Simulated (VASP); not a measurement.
Given:

```
S3Sb2
1.0
    3.86604     0.00000     0.00000
   -1.93302     3.34809     0.00000
    0.00000     0.00000     9.45002
Sb S
2 3
Direct
  0.33333   0.66667   0.18920
  0.66667   0.33333   0.81080
  0.00000   0.00000   0.00000
  0.33333   0.66667   0.65854
  0.66667   0.33333   0.34146
```

Method: PBEsol GGA, VASP's PBE PAW potentials (set 64) (plane waves; VASP). Settings: 400 eV cut-off, 6×6×2 Γ-centred mesh, Gaussian smearing of 0.050 eV, potentials Sb S.

Unless said otherwise, spin-orbit coupling is left out, though it shifts the bands of the heavy elements here.

**Question.** Predict the energy per atom (σ→0), band gap (on the k-mesh) with the smallest direct gap where there is one.

**Answer.** 
band gap (on the k-mesh): 0.39 eV
smallest direct gap (on the k-mesh): 0.39 eV
energy per atom (σ→0): -4.700 eV/atom

The absolute energy has meaning only against runs of the same code, potentials and settings.

The structure was generated: Sb2S3 was put into the A-La2O3 type (P-3m1), which need not be its known phase. It was relaxed first, which changed the volume by +13 %. The start is the result of an earlier pass.
